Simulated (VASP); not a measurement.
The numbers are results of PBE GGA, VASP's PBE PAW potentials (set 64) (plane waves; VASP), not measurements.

VASP ran on this input.

### KPOINTS
```
kpoints
0
Gamma
10 10 10
```

INCAR:
```
! general
SYSTEM  = Eu
PREC    = Accurate
ENCUT   = 750
LREAL   = F
LASPH   = T

! electronic loop
EDIFF   = 1E-6
NELM    = 100
ALGO    = Normal
LMAXMIX = 6

! smearing
ISMEAR  = 1
SIGMA   = 0.1

! functional
GGA     = PE

! ions
ISIF    = 2

! output
LWAVE   = F
LCHARG  = F
```

POSCAR:
```
Eu
1
   -2.3358000000     2.3358000000     2.3358000000
    2.3358000000    -2.3358000000     2.3358000000
    2.3358000000     2.3358000000    -2.3358000000
Eu
1
Direct
  0.0000000000   0.0000000000   0.0000000000
```

POTCAR, in this order: Eu_2 (PBE.64 set). Program: vasp_std.

Output

File OUTCAR:
```
 ion  position               nearest neighbor table
   1  0.000  0.000  0.000-
  LATTYP: Found a body centered cubic cell.
 ALAT       =     4.6716000000
 Subroutine PRICEL returns:
 Original cell was already a primitive cell.
 Subroutine GETGRP returns: Found 48 space group operations
The static configuration has the point symmetry O_h .
The dynamic configuration has the point symmetry O_h .
 Subroutine INISYM returns: Found 48 space group operations
 Subroutine IBZKPT returns following result:
 Found     47 irreducible k-points:

 Following reciprocal coordinates:
            Coordinates               Weight
  0.000000  0.000000  0.000000      1.000000
  0.100000  0.000000  0.000000     12.000000
  0.200000  0.000000  0.000000     12.000000
  0.300000  0.000000  0.000000     12.000000
  0.400000  0.000000  0.000000     12.000000
  0.500000  0.000000  0.000000      6.000000
  0.100000  0.100000  0.000000     24.000000
  0.200000  0.100000  0.000000     48.000000
  0.300000  0.100000 -0.000000     48.000000
  0.400000  0.100000 -0.000000     48.000000
...
```

OSZICAR:
```
       N       E                     dE             d eps       ncg     rms          rms(c)
DAV:   1     0.136276998821E+02    0.13628E+02   -0.43866E+03   760   0.107E+03
DAV:   2    -0.149136639073E+01   -0.15119E+02   -0.15051E+02   984   0.126E+02
DAV:   3    -0.180651927593E+01   -0.31515E+00   -0.30007E+00  1176   0.134E+01
DAV:   4    -0.180914549370E+01   -0.26262E-02   -0.26257E-02  1024   0.147E+00
DAV:   5    -0.180916750184E+01   -0.22008E-04   -0.22008E-04  1232   0.129E-01    0.607E+00
DAV:   6    -0.182010092242E+01   -0.10933E-01   -0.15205E-03  1208   0.391E-01    0.362E+00
DAV:   7    -0.182621845790E+01   -0.61175E-02   -0.37819E-03  1128   0.596E-01    0.563E-02
DAV:   8    -0.182626553110E+01   -0.47073E-04   -0.11822E-04  1312   0.938E-02    0.129E-02
DAV:   9    -0.182627235521E+01   -0.68241E-05   -0.66565E-06  1104   0.209E-02    0.518E-03
DAV:  10    -0.182627209207E+01    0.26314E-06   -0.18202E-06  1160   0.109E-02
   1 F= -.18262721E+01 E0= -.18261018E+01  d E =-.510971E-03
```

### OUTCAR
```
------------------------ aborting loop because EDIFF is reached ----------------------------------------
  FORCE on cell =-STRESS in cart. coord.  units (eV):
  Direction    XX          YY          ZZ          XY          YZ          ZX
  --------------------------------------------------------------------------------------
  Total       -0.4698300     -0.4698300     -0.4698300      0.0000000      0.0000000      0.0000000
  in kB      -14.7667306    -14.7667306    -14.7667306      0.0000000      0.0000000      0.0000000
  external PRESSURE =     -14.7667306 kB  Pullay stress =       0.0000000 kB
  volume of cell :       50.98
      direct lattice vectors                 reciprocal lattice vectors
    -2.335800000  2.335800000  2.335800000     0.000000000  0.214059423  0.214059423
     2.335800000 -2.335800000  2.335800000     0.214059423  0.000000000  0.214059423
     2.335800000  2.335800000 -2.335800000     0.214059423  0.214059423  0.000000000
 POSITION                                       TOTAL-FORCE (eV/Angst)
 -----------------------------------------------------------------------------------
      0.00000      0.00000      0.00000        -0.000000     -0.000000     -0.000000
 -----------------------------------------------------------------------------------
    total drift:                               -0.000000     -0.000000      0.000000
  FREE ENERGIE OF THE ION-ELECTRON SYSTEM (eV)
  ---------------------------------------------------
  free  energy   TOTEN  =        -1.8262720921 eV

  energy  without entropy=       -1.8257611209  energy(sigma->0) =       -1.82610177
```
(Selected blocks of OUTCAR.)

The 4f electrons are frozen in the core of the lanthanide potential, so 4f levels, which can set the real gap, and their magnetism are missing.

The compound is Eu in the bcc structure. The cell was not relaxed at this level. The run is one of a series of settings (ENCUT = 750 against the base run), some of them coarse on purpose.
